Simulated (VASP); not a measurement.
VASP runs on PbO (space group P4/nmm) share one base input (PBE GGA, plane waves, VASP's PBE PAW potentials (set 64)) and change the settings named in each case.

**POSCAR**
```
PbO
10.040
  0.3964143426   0.0000000000   0.0000000000
  0.0000000000   0.3964143426   0.0000000000
  0.0000000000   0.0000000000   0.5000000000
Pb O
2 2
Direct
  0.5000000000   0.0000000000   0.7650000000
  0.0000000000   0.5000000000   0.2350000000
  0.5000000000   0.5000000000   0.0000000000
  0.0000000000   0.0000000000   0.0000000000
```

KPOINTS:
```
Automatic
0
Gamma
6 6 5
0 0 0
```

INCAR:
```
SYSTEM = PbO
PREC = Accurate
ENCUT = 400
EDIFF = 1E-6
NELM = 100
ALGO = Normal
LREAL = .FALSE.
LASPH = .TRUE.
ISMEAR = -1
SIGMA = 0.05
GGA = PE
LMAXMIX = 4
LWAVE = .FALSE.
LCHARG = .FALSE.
ISIF = 2
```

POTCAR, in this order: Pb_d O (PBE.64 set). Program: vasp_std.

| change | E(σ→0) (eV/atom) | pressure (GPa) | largest force (eV/Å) |
|---|---|---|---|
| base run | -5.3632 | 2.23 | 0.469 |
| GGA removed, POTCAR Pb_d O (LDA.64 set) | -6.1070 | (withheld) | (withheld) |
| GGA_COMPAT = .FALSE., LNONCOLLINEAR = .TRUE., LSORBIT = .TRUE., MAGMOM = 0.0 0.0 0.0 0.0 0.0 0.0 0.0 0.0 0.0 0.0 0.0 0.0, program vasp_ncl | -5.5511 | (withheld) | (withheld) |
| KPOINTS 2×2×2 Γ-centred mesh | -5.3657 | 1.85 | 0.394 |

Task: Complete the blanks.

Result: 
- GGA_COMPAT = .FALSE., LNONCOLLINEAR = .TRUE., LSORBIT = .TRUE., MAGMOM = 0.0 0.0 0.0 0.0 0.0 0.0 0.0 0.0 0.0 0.0 0.0 0.0, program vasp_ncl, pressure (GPa): 2.06
- GGA_COMPAT = .FALSE., LNONCOLLINEAR = .TRUE., LSORBIT = .TRUE., MAGMOM = 0.0 0.0 0.0 0.0 0.0 0.0 0.0 0.0 0.0 0.0 0.0 0.0, program vasp_ncl, largest force (eV/Å): 0.492
- GGA removed, POTCAR Pb_d O (LDA.64 set), pressure (GPa): -4.26
- GGA removed, POTCAR Pb_d O (LDA.64 set), largest force (eV/Å): 0.119

Energies of different potentials or functionals have different zeros.  Unless said otherwise, spin-orbit coupling is left out, though it shifts the bands of the heavy elements here. At 400 eV the pressure can carry a Pulay error.

Left out are runs that ran out of time, are held back, or changed the cell or the kind of run, fixed moments of cells without a moment, rows past the twelfth, gaps on odd meshes, pressures of charged cells and columns that move by less than the noise.

The structure is a typed PbO crystal (P4/nmm). The cell was not relaxed at this level, forces remain on its atoms.
